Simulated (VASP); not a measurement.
```yaml
crystal:
  lattice:
    - [0.00000, 3.11890, 3.11890]
    - [3.11890, 0.00000, 3.11890]
    - [3.11890, 3.11890, 0.00000]
  atoms:
    - { symbol: In, position: [0.00000, 0.00000, 0.00000] }
    - { symbol: As, position: [0.25000, 0.25000, 0.25000] }
```

All values below come from revPBE GGA, VASP's PBE PAW potentials (set 64) (plane waves; VASP 6.6.1). Numerical set-up: 520 eV cut-off, Gaussian smearing of 0.050 eV, potentials In_d As.

Unless said otherwise, spin-orbit coupling is left out, though it shifts the bands of the heavy elements here.

Task: Estimate the band gap (along the path) with the smallest direct gap where there is one.

Result: 
```json
{
  "band gap (along the path)": "none (metal, semimetal or under 0.01 eV)"
}
```

The compound is InAs in the zinc blende structure. It was relaxed first, which changed the volume by +9 %.
